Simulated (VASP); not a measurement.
# Pt2F (Fm-3m) in VASP: notebook

The runs below take Pt2F through relaxation of cell and atoms, with PBE.

Program: VASP 6.6.1. These are calculated values, not measurements. Logs are shortened: lines on timing, memory, paths and dates and some standing lists are left out, and cuts for length are marked.

### Step 1. The crystal as given

Symmetry: Fm-3m, No. 225, cubic system. Conventional cell: a = 5.705 Å, b = 5.705 Å, c = 5.705 Å, α = 90.00°, β = 90.00°, γ = 90.00°. Pt (site symmetry -43m) is surrounded by 4 F at 2.47 Å. F (site symmetry m-3m) has 8 Pt at 2.47 Å as nearest neighbours.

The cell was built by a generator and needn't be a form met in nature.

### Step 2. Relaxation of cell and atoms, PBE

The input, INCAR:

```
PREC = Accurate ; ENCUT = 900
EDIFF = 1E-6 ; ISMEAR = -1
SIGMA = 0.05 ; LREAL = False
LASPH = True ; NELM = 80
ALGO = Normal ; ISIF = 3
LWAVE = False ; LCHARG = False
GGA = PE ; IBRION = 2
NSW = 60 ; EDIFFG = -0.005
```

The input, KPOINTS:

```
Automatic mesh
0
Gamma
  8 8 8
```

The input, POSCAR:

```
Pt2F
1.0
    0.0000000000      2.8524300000      2.8524300000
    2.8524300000      0.0000000000      2.8524300000
    2.8524300000      2.8524300000      0.0000000000
Pt F
2 1
Direct
    0.2500000000      0.2500000000      0.2500000000
    0.7500000000      0.7500000000      0.7500000000
    0.0000000000      0.0000000000      0.0000000000
```

Potentials or basis: VASP PAW PBE potentials, release 64 (Pt_sv_GW, F_GW).

Command:

```console
cat potpaw_PBE.64/Pt_sv_GW/POTCAR potpaw_PBE.64/F_GW/POTCAR > POTCAR
mpirun -np 1 vasp_std > vasp.out
```

OUTCAR:

```text
PREC = Accurate
   ENCUT = 900
   EDIFF = 1E-6
   ISMEAR = -1
   LREAL = False
   LASPH = True
   NELM = 80
   ISIF = 3
   GGA = PE
   IBRION = 2
   NSW = 60
   EDIFFG = -0.005

 ion  position               nearest neighbor table
   1  0.250  0.250  0.250-   3 2.47   3 2.47   3 2.47   3 2.47   2 2.85   2 2.85   2 2.85   2 2.85
                             2 2.85   2 2.85
   2  0.750  0.750  0.750-   3 2.47   3 2.47   3 2.47   3 2.47   1 2.85   1 2.85   1 2.85   1 2.85
                             1 2.85   1 2.85
   3  0.000  0.000  0.000-   2 2.47   2 2.47   2 2.47   1 2.47   2 2.47   1 2.47   1 2.47   1 2.47

  LATTYP: Found a face centered cubic cell.
 ALAT       =     5.7048600000

  Lattice vectors:

 A1 = (   0.0000000000,   2.8524300000,   2.8524300000)
 A2 = (   2.8524300000,   0.0000000000,   2.8524300000)
 A3 = (   2.8524300000,   2.8524300000,   0.0000000000)

Analysis of symmetry for initial positions (statically):
=====================================================================
 Subroutine PRICEL returns:
 Original cell was already a primitive cell.

 Routine SETGRP: Setting up the symmetry group for a
 face centered cubic supercell.

 Subroutine GETGRP returns: Found 48 space group operations
 (whereof 48 operations were pure point group operations)
 out of a pool of 48 trial point group operations.

The static configuration has the point symmetry O_h .

Analysis of symmetry for dynamics (positions and initial velocities):
=====================================================================
 Subroutine PRICEL returns:
 Original cell was already a primitive cell.

 Routine SETGRP: Setting up the symmetry group for a
 face centered cubic supercell.

 Subroutine GETGRP returns: Found 48 space group operations
 (whereof 48 operations were pure point group operations)
 out of a pool of 48 trial point group operations.

The dynamic configuration has the point symmetry O_h .

 Subroutine INISYM returns: Found 48 space group operations
 (whereof 48 operations are pure point group operations),
 and found     1 'primitive' translations

----------------------------------------------------------------------------------------

                                     Primitive cell

  volume of cell :      46.4168

  direct lattice vectors                    reciprocal lattice vectors
     0.000000000  2.852430000  2.852430000    -0.175289139  0.175289139  0.175289139
     2.852430000  0.000000000  2.852430000     0.175289139 -0.175289139  0.175289139
     2.852430000  2.852430000  0.000000000     0.175289139  0.175289139 -0.175289139

  length of vectors
     4.033945192  4.033945192  4.033945192     0.303609696  0.303609696  0.303609696

  position of ions in fractional coordinates (direct lattice)
     0.250000000  0.250000000  0.250000000
     0.750000000  0.750000000  0.750000000
     0.000000000  0.000000000  0.000000000

  ion indices of the primitive-cell ions
   primitive index   ion index
                 1           1
                 2           2
                 3           3

----------------------------------------------------------------------------------------

 KPOINTS: Automatic mesh

Automatic generation of k-mesh.
 Grid dimensions read from file:
 generate k-points for:    8    8    8

 Generating k-lattice:

  Cartesian coordinates                     Fractional coordinates (reciprocal lattice)
    -0.021911142  0.021911142  0.021911142     0.125000000  0.000000000  0.000000000
     0.021911142 -0.021911142  0.021911142     0.000000000  0.125000000  0.000000000
     0.021911142  0.021911142 -0.021911142     0.000000000  0.000000000  0.125000000

  Length of vectors
     0.037951212  0.037951212  0.037951212

  Shift w.r.t. Gamma in fractional coordinates (k-lattice)
     0.000000000  0.000000000  0.000000000

 Subroutine IBZKPT returns following result:
 ===========================================

 Found     29 irreducible k-points:

 Following reciprocal coordinates:
            Coordinates               Weight
  0.000000  0.000000  0.000000      1.000000
  0.125000  0.000000  0.000000      8.000000
  0.250000  0.000000  0.000000      8.000000
  0.375000  0.000000  0.000000      8.000000
  0.500000  0.000000  0.000000      4.000000
  0.125000  0.125000  0.000000      6.000000
[... 16 lines left out ...]
  0.500000  0.250000  0.125000     48.000000
 -0.375000  0.250000  0.125000     24.000000
 [... further k-points ...]
   k-points           NKPTS =     29   k-points in BZ     NKDIM =     29   number of bands    NBANDS=     25
   number of dos      NEDOS =    301   number of ions     NIONS =      3
   total plane-waves  NPLWV =  64000
   dimension x,y,z NGX =    40 NGY =   40 NGZ =   40
   dimension x,y,z NGXF=    80 NGYF=   80 NGZF=   80
   ions per type =               2   1
   NGX,Y,Z   is equivalent  to a cutoff of  16.48, 16.48, 16.48 a.u.
   NGXF,Y,Z  is equivalent  to a cutoff of  32.97, 32.97, 32.97 a.u.
 SYSTEM =  unknown system
   PREC   = accura    normal or accurate (medium, high low for compatibility)
   ISTART =      0    job   : 0-new  1-cont  2-samecut
   ICHARG =      2    charge: 1-file 2-atom 10-const
   ISPIN  =      1    spin polarized calculation?
   LNONCOLLINEAR =      F non collinear calculations
   LSORBIT =      F    spin-orbit coupling
   LASPH  =      T    aspherical Exc in radial PAW
   ENCUT  =  900.0 eV  66.15 Ry    8.13 a.u.   9.87  9.87  9.87*2*pi/ulx,y,z
   NELM   =     80;   NELMIN=  2; NELMDL= -5     # of ELM steps
   EDIFF  = 0.1E-05   stopping-criterion for ELM
   LREAL  =      F    real-space projection
   EDIFFG = -.5E-02   stopping-criterion for IOM
   NSW    =     60    number of steps for IOM
   IBRION =      2    ionic relax: 0-MD 1-quasi-New 2-CG
   NFREE  =      1    steps in history (QN), initial steepest desc. (CG)
   ISIF   =      3    stress and relaxation
   ISYM   =      2    0-nonsym 1-usesym 2-fastsym
   POTIM  = 0.5000    time-step for ionic-motion
   TEBEG  =    0.0;   TEEND  =   0.0 temperature during run
   PSTRESS=    0.0 pullay stress
   NELECT =      43.0000    total number of electrons
   NUPDOWN=      -1.0000    fix difference up-down
   EMIN   =  10.00;   EMAX   =-10.00  energy-range for DOS
   EFERMI =   0.00;   METHOD = LEGACY
   ISMEAR =    -1;   SIGMA  =   0.05  broadening in eV -4-tet -1-fermi 0-gaus
   EFERMI_NEDOS =   21; number of points for ismear=-14 and -15
   IALGO  =     38    algorithm
   IMIX   =      4    mixing-type and parameters
     AMIX     =   0.40;   BMIX     =  1.00
     AMIX_MAG =   1.60;   BMIX_MAG =  1.00
  volume/ion in A,a.u.               =      15.47       104.41
  Fermi-wavevector in a.u.,A,eV,Ry     =   1.595901  3.015816 34.652685  2.546900
  Thomas-Fermi vector in A             =   2.693748
   LORBIT       =      0    0 simple, 1 ext, 2 COOP (PROOUT), +10 PAW based schemes
   GGA     = PE    functional components
   LHFCALC =     F    Hartree Fock is set to
   AEXX    =    0.0000 exact exchange contribution
   IVDW    =     0    specifies the selected vdW correction
   LEPSILON=     F    determine dielectric tensor
   LRPA    =     F    only Hartree local field effects (RPA)
 conjugate gradient relaxation of ions
 non-spin polarized calculation
  energy-cutoff  :      900.00
  volume of cell :       46.42
 maximum number of plane-waves:      2874
   NGX = 19   NGY = 19   NGZ = 19

--------------------------------------- Ionic step        1  -------------------------------------------

 number of electron      43.0000003 magnetization

 Free energy of the ion-electron system (eV)
  ---------------------------------------------------
  ext. energy  EPLUGINS =         0.00000000
  ---------------------------------------------------
  free energy    TOTEN  =       -11.86958617 eV

  energy without entropy =      -11.80469395  energy(sigma->0) =      -11.83714006

------------------------ aborting loop because EDIFF is reached ----------------------------------------

  FORCE on cell =-STRESS in cart. coord.  units (eV):
  Direction    XX          YY          ZZ          XY          YZ          ZX
  --------------------------------------------------------------------------------------
  -------------------------------------------------------------------------------------
  Total       -0.0313347     -0.0313347     -0.0313347     -0.0000000     -0.0000000     -0.0000000
  in kB       -1.0815861     -1.0815861     -1.0815861     -0.0000000     -0.0000000     -0.0000000
  external PRESSURE =      -1.0815861 kB  Pullay stress =       0.0000000 kB
[... 59 lines left out ...]
  energy  without entropy=      -11.8048149654  energy(sigma->0) =      -11.83720269

--------------------------------------- Ionic step        3  -------------------------------------------

 number of electron      43.0000003 magnetization

 Free energy of the ion-electron system (eV)
  ---------------------------------------------------
  ext. energy  EPLUGINS =         0.00000000
  ---------------------------------------------------
  free energy    TOTEN  =       -11.86959993 eV

  energy without entropy =      -11.80477394  energy(sigma->0) =      -11.83718694

 E-fermi :   6.1501     XC(G=0): -12.2225

 val. band max:        6.1486271358   @ k =  -0.3750   0.3750   0.1250
 cond. band min:       6.1547954152   @ k =   0.1250   0.1250   0.0000
 fundamental gap:      0.0061682793
 Fermi energy:         6.1501399429

 k-point     1 :       0.0000    0.0000    0.0000
  band No.  band energies     occupation
      1     -91.4187      2.00000
      2     -91.3971      2.00000
      3     -45.6242      2.00000
      4     -45.6242      2.00000
      5     -45.6242      2.00000
      6     -45.4773      2.00000
[... 661 lines left out ...]
     24       8.4705      0.00000
     25      13.3489      0.00000

 [... further k-points ...]

------------------------ aborting loop because EDIFF is reached ----------------------------------------

  FORCE on cell =-STRESS in cart. coord.  units (eV):
  Direction    XX          YY          ZZ          XY          YZ          ZX
  --------------------------------------------------------------------------------------
  -------------------------------------------------------------------------------------
  Total       -0.0080954     -0.0080954     -0.0080954      0.0000000     -0.0000000      0.0000000
  in kB       -0.2796709     -0.2796709     -0.2796709      0.0000000     -0.0000000      0.0000000
  external PRESSURE =      -0.2796709 kB  Pullay stress =       0.0000000 kB
[... 18 lines left out ...]
  FREE ENERGIE OF THE ION-ELECTRON SYSTEM (eV)
  ---------------------------------------------------
  free  energy   TOTEN  =       -11.8695999288 eV

  energy  without entropy=      -11.8047739438  energy(sigma->0) =      -11.83718694

 reached required accuracy - stopping structural energy minimisation
```

It took 2.9 min on 1 thread of Intel Xeon Platinum 8488C (Sapphire Rapids), shared host; peak memory 0.28 GiB.

Results:

* Free energy: -11.8696 eV
* Relaxed volume: 15.46 Å³/atom
* Relaxed cell: a = 4.033 Å, b = 4.033 Å, c = 4.033 Å, α = 60.00°, β = 60.00°, γ = 60.00°
* Space group after relaxing (to 0.05 Å): Fm-3m (No. 225)
* Energy gained by relaxing: 0.0 meV/atom
* Ionic steps: 3
* Pressure after relaxing: 0.0 GPa
* Band gap on the k mesh: none (metal or under the smearing width)

Final structure:
```xyz
3
Lattice="0.0000 2.8516 2.8516 2.8516 0.0000 2.8516 2.8516 2.8516 0.0000" Properties=species:S:1:pos:R:3 pbc="T T T"
Pt    1.4258    1.4258    1.4258
Pt    4.2774    4.2774    4.2774
F     0.0000    0.0000    0.0000
```

Caveat: an odd number of electrons without spin polarisation forces a metal; a magnetic or distorted state may lie lower.

### Step 3. Relaxation of cell and atoms, PBE

INCAR is that of step 2.

KPOINTS is that of step 2.

POSCAR is that of step 2.

Potentials or basis: VASP PAW PBE potentials, release 64 (Pt_GW, F_GW).

Command:

```console
cat potpaw_PBE.64/Pt_GW/POTCAR potpaw_PBE.64/F_GW/POTCAR > POTCAR
mpirun -np 1 vasp_std > vasp.out
```

OUTCAR:

```text
PREC = Accurate
   ENCUT = 900
   EDIFF = 1E-6
   ISMEAR = -1
   LREAL = False
   LASPH = True
   NELM = 80
   ISIF = 3
   GGA = PE
   IBRION = 2
   NSW = 60
   EDIFFG = -0.005

 ion  position               nearest neighbor table
   1  0.250  0.250  0.250-   3 2.47   3 2.47   3 2.47   3 2.47   2 2.85   2 2.85   2 2.85   2 2.85
                             2 2.85   2 2.85
   2  0.750  0.750  0.750-   3 2.47   3 2.47   3 2.47   3 2.47   1 2.85   1 2.85   1 2.85   1 2.85
                             1 2.85   1 2.85
   3  0.000  0.000  0.000-   2 2.47   2 2.47   2 2.47   1 2.47   2 2.47   1 2.47   1 2.47   1 2.47

  LATTYP: Found a face centered cubic cell.
 ALAT       =     5.7048600000

  Lattice vectors:

 A1 = (   0.0000000000,   2.8524300000,   2.8524300000)
 A2 = (   2.8524300000,   0.0000000000,   2.8524300000)
 A3 = (   2.8524300000,   2.8524300000,   0.0000000000)

Analysis of symmetry for initial positions (statically):
=====================================================================
 Subroutine PRICEL returns:
 Original cell was already a primitive cell.

 Routine SETGRP: Setting up the symmetry group for a
 face centered cubic supercell.

 Subroutine GETGRP returns: Found 48 space group operations
 (whereof 48 operations were pure point group operations)
 out of a pool of 48 trial point group operations.

[... 173 lines left out ...]
  Total       -0.1263773     -0.1263773     -0.1263773      0.0000000      0.0000000      0.0000000
  in kB       -4.3621922     -4.3621922     -4.3621922      0.0000000      0.0000000      0.0000000
  external PRESSURE =      -4.3621922 kB  Pullay stress =       0.0000000 kB
[... 209 lines left out ...]
--------------------------------------- Ionic step        7  -------------------------------------------

 number of electron      27.0000001 magnetization

 Free energy of the ion-electron system (eV)
  ---------------------------------------------------
  ext. energy  EPLUGINS =         0.00000000
  ---------------------------------------------------
  free energy    TOTEN  =       -11.93215547 eV

  energy without entropy =      -11.86746930  energy(sigma->0) =      -11.89981239

 E-fermi :   6.3954     XC(G=0): -12.0644

 val. band max:        6.3936504401   @ k =  -0.3750   0.3750   0.1250
 cond. band min:       6.4007632697   @ k =   0.1250   0.1250   0.0000
 fundamental gap:      0.0071128296
 Fermi energy:         6.3954074844

 k-point     1 :       0.0000    0.0000    0.0000
  band No.  band energies     occupation
      1     -17.1430      2.00000
      2      -0.0478      2.00000
      3      -0.0478      2.00000
      4      -0.0478      2.00000
      5       1.3014      2.00000
      6       2.2731      2.00000
[... 457 lines left out ...]
      4       0.5062      2.00000
      5       3.4553      2.00000
      6       3.4924      2.00000
[... 9 lines left out ...]
     16       8.7213      0.00000
     17      13.6015      0.00000

 [... further k-points ...]

------------------------ aborting loop because EDIFF is reached ----------------------------------------

  FORCE on cell =-STRESS in cart. coord.  units (eV):
  Direction    XX          YY          ZZ          XY          YZ          ZX
  --------------------------------------------------------------------------------------
  -------------------------------------------------------------------------------------
  Total        0.0127697      0.0127697      0.0127697     -0.0000000     -0.0000000      0.0000000
  in kB        0.4423592      0.4423592      0.4423592     -0.0000000     -0.0000000      0.0000000
  external PRESSURE =       0.4423592 kB  Pullay stress =       0.0000000 kB
[... 18 lines left out ...]
  FREE ENERGIE OF THE ION-ELECTRON SYSTEM (eV)
  ---------------------------------------------------
  free  energy   TOTEN  =       -11.9321554698 eV

  energy  without entropy=      -11.8674693012  energy(sigma->0) =      -11.89981239

 reached required accuracy - stopping structural energy minimisation
```

It took 3.3 min on 1 thread of Intel Xeon Platinum 8488C (Sapphire Rapids), shared host; peak memory 0.28 GiB.

Results:

* Free energy: -11.9322 eV
* Relaxed volume: 15.42 Å³/atom
* Relaxed cell: a = 4.029 Å, b = 4.029 Å, c = 4.029 Å, α = 60.00°, β = 60.00°, γ = 60.00°
* Space group after relaxing (to 0.05 Å): Fm-3m (No. 225)
* Energy gained by relaxing: 0.1 meV/atom
* Ionic steps: 7
* Pressure after relaxing: 0.0 GPa
* Band gap on the k mesh: none (metal or under the smearing width)

The path:
| step | energy change (eV) | largest force (eV/Å) | pressure (GPa) | volume (Å³) |
| --- | --- | --- | --- | --- |
| 1 | 0.0000 | 0.0000 | -0.44 | 46.42 |
| 2 | -0.0001 | 0.0000 | 0.37 | 46.13 |
| 3 | -0.0002 | 0.0000 | -0.16 | 46.26 |
| 4 | -0.0002 | 0.0000 | 0.08 | 46.22 |
| 5 | -0.0002 | 0.0000 | 0.10 | 46.23 |
| 6 | -0.0002 | 0.0000 | 0.07 | 46.24 |
| 7 | -0.0002 | 0.0000 | 0.04 | 46.25 |

Final structure:
```
Pt F
1.0
     0.00000    2.84902    2.84902
     2.84902    0.00000    2.84902
     2.84902    2.84902    0.00000
Pt F
2 1
Direct
  0.25000 0.25000 0.25000
  0.75000 0.75000 0.75000
  0.00000 0.00000 0.00000
```

Caveat: an odd number of electrons without spin polarisation forces a metal; a magnetic or distorted state may lie lower. Spin-orbit coupling is left out, which matters for the levels of Pt.

### Step 4. Relaxation of cell and atoms, PBE

INCAR is that of step 3.

KPOINTS is that of step 3.

POSCAR is that of step 3.

Potentials or basis: VASP PAW PBE potentials, release 64 (Pt, F_h).

Command:

```console
cat potpaw_PBE.64/Pt/POTCAR potpaw_PBE.64/F_h/POTCAR > POTCAR
mpirun -np 1 vasp_std > vasp.out
```

Run time: 1.7 min. Hardware: 1 thread of Intel Xeon Platinum 8488C (Sapphire Rapids), shared host; peak memory 0.27 GiB.

Results (log left out):

- Free energy: -11.9065 eV
- Relaxed volume: 15.43 Å³/atom
- Relaxed cell: a = 4.030 Å, b = 4.030 Å, c = 4.030 Å, α = 60.00°, β = 60.00°, γ = 60.00°
- Space group after relaxing (to 0.05 Å): Fm-3m (No. 225)
- Energy gained by relaxing: 0.1 meV/atom
- Ionic steps: 3
- Pressure after relaxing: 0.0 GPa
- Band gap on the k mesh: none (metal or under the smearing width)

The path:
| step | energy change (eV) | largest force (eV/Å) | pressure (GPa) | volume (Å³) |
| --- | --- | --- | --- | --- |
| 1 | 0.0000 | 0.0000 | -0.40 | 46.42 |
| 2 | 0.0000 | 0.0000 | 0.36 | 46.16 |
| 3 | -0.0002 | 0.0000 | -0.02 | 46.29 |

Final structure:
```
Pt F
1.0
     0.00000    2.84976    2.84976
     2.84976    0.00000    2.84976
     2.84976    2.84976    0.00000
Pt F
2 1
Direct
  0.25000 0.25000 0.25000
  0.75000 0.75000 0.75000
  0.00000 0.00000 0.00000
```

Levels at points of the mesh, in eV from the Fermi level:
```tsv
k point	band 12	band 13	band 14	band 15	band 16	band 17
(0.00, 0.00, 0.00)	-0.05	-0.05	1.14	1.14	7.97	7.97
(0.50, 0.00, 0.00)	-1.52	-0.66	-0.10	-0.10	1.57	10.67
(0.50, 0.50, 0.00)	-0.91	0.10	1.05	2.30	3.79	6.38
```

Caveat: the cutoff is under 1.25 times the usual one of these potentials, so pressure, stress and relaxed cells hold a basis-set (Pulay) error; an odd number of electrons without spin polarisation forces a metal; a magnetic or distorted state may lie lower. The run has no spin-orbit coupling, so splittings on Pt are missing.

(Part 1 of 2 ends here.)
